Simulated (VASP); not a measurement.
Computed with LDA (Ceperley-Alder, Perdew-Zunger), VASP's LDA PAW potentials (set 64) (plane waves; VASP).

VASP input:

**INCAR**
```
SYSTEM = Tl
PREC = Accurate
ENCUT = 520
EDIFF = 1E-7
NELM = 100
ALGO = Normal
LREAL = .FALSE.
LASPH = .TRUE.
ISMEAR = -5
LMAXMIX = 4
LWAVE = .FALSE.
LCHARG = .TRUE.
LORBIT = 11
NEDOS = 601
ISIF = 2
```

File POSCAR:
```
Tl
1
    1.6923333086    -2.9312073701     0.0000000000
    1.6923333086     2.9312073701     0.0000000000
    0.0000000000     0.0000000000     5.4953527873
Tl
2
Direct
  0.3333330000   0.6666670000   0.2500000000
  0.6666670000   0.3333330000   0.7500000000
```

KPOINTS:
```
Automatic mesh
0
Gamma
14 14 8
0 0 0
```

POTCAR, in this order: Tl_d (LDA.64 set). Program: vasp_std.

The resulting files:

### OSZICAR
```
       N       E                     dE             d eps       ncg     rms          rms(c)
DAV:   1     0.128169532158E+03    0.12817E+03   -0.14595E+04  4080   0.146E+03
DAV:   2    -0.387480726248E+01   -0.13204E+03   -0.13064E+03  4307   0.301E+02
DAV:   3    -0.592899676770E+01   -0.20542E+01   -0.20379E+01  4962   0.340E+01
DAV:   4    -0.593971018223E+01   -0.10713E-01   -0.10563E-01  4509   0.246E+00
DAV:   5    -0.593982525049E+01   -0.11507E-03   -0.11447E-03  4750   0.267E-01    0.364E+00
DAV:   6    -0.587916125325E+01    0.60664E-01   -0.11350E-01  4273   0.291E+00    0.251E+00
DAV:   7    -0.586759741935E+01    0.11564E-01   -0.49218E-02  4358   0.188E+00    0.767E-01
DAV:   8    -0.586645379118E+01    0.11436E-02   -0.44184E-03  4284   0.583E-01    0.400E-02
DAV:   9    -0.586645577039E+01   -0.19792E-05   -0.18433E-05  4992   0.411E-02    0.751E-03
DAV:  10    -0.586645454654E+01    0.12239E-05   -0.15163E-06  4405   0.107E-02    0.227E-03
DAV:  11    -0.586645478744E+01   -0.24090E-06   -0.38085E-07  4020   0.537E-03    0.525E-04
DAV:  12    -0.586645484807E+01   -0.60633E-07   -0.88749E-09  2229   0.903E-04
   1 F= -.58664548E+01 E0= -.58664548E+01  d E =0.000000E+00
```

**OUTCAR**
```
------------------------ aborting loop because EDIFF is reached ----------------------------------------
  FORCE on cell =-STRESS in cart. coord.  units (eV):
  Direction    XX          YY          ZZ          XY          YZ          ZX
  --------------------------------------------------------------------------------------
  Total        0.1220215      0.1220215     -0.1289226      0.0000000      0.0000000      0.0000000
  in kB        3.5858241      3.5858243     -3.7886256      0.0000000      0.0000000      0.0000000
  external PRESSURE =       1.1276743 kB  Pullay stress =       0.0000000 kB
  volume of cell :       54.52
      direct lattice vectors                 reciprocal lattice vectors
     1.692333309 -2.931207370  0.000000000     0.295450073 -0.170578174  0.000000000
     1.692333309  2.931207370  0.000000000     0.295450073  0.170578174  0.000000000
     0.000000000  0.000000000  5.495352787     0.000000000  0.000000000  0.181971939
 POSITION                                       TOTAL-FORCE (eV/Angst)
 -----------------------------------------------------------------------------------
      1.69233      0.97707      1.37384        -0.000000     -0.000000      0.000000
      1.69233     -0.97707      4.12151         0.000000      0.000000      0.000000
 -----------------------------------------------------------------------------------
    total drift:                               -0.000000      0.000446      0.000008
  FREE ENERGIE OF THE ION-ELECTRON SYSTEM (eV)
  ---------------------------------------------------
  free  energy   TOTEN  =        -5.8664548481 eV

  energy  without entropy=       -5.8664548481  energy(sigma->0) =       -5.86645485

 total charge

# of ion       s       p       d       tot
------------------------------------------
    1        1.185   0.416   9.634  11.235
    2        1.185   0.416   9.634  11.235
--------------------------------------------------
tot          2.369   0.833  19.269  22.471
```
(Selected blocks of OUTCAR.)

For a metal the tetrahedron method with Blöchl corrections gives inexact stress and forces.

The compound is Tl in the hcp structure. It was relaxed first.
